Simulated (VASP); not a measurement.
Data:

```yaml
crystal:
  lattice:
    - [0.00000, 2.23968, 2.23968]
    - [2.23968, 0.00000, 2.23968]
    - [2.23968, 2.23968, 0.00000]
  atoms:
    - { symbol: Al, position: [0.00000, 0.00000, 0.00000] }
    - { symbol: N, position: [0.25000, 0.25000, 0.25000] }
```

Calculation: optB88-vdW, VASP's PBE PAW potentials (set 64) (plane waves; VASP). Run with 520 eV cut-off, 10×10×10 Γ-centred mesh, Gaussian smearing of 0.050 eV, potentials Al N.

Problem. Give the stress tensor in GPa (positive for a compressed cell).

Solution. 
```
-10.25    0.00    0.00
  0.00  -10.25    0.00
  0.00    0.00  -10.25
```
The pressure is its mean diagonal, -10.25 GPa.

The compound is AlN in the zinc blende structure, a metastable form; wurtzite is the usual one. This cell is one point of a volume scan, at 1.06 of the reference volume.
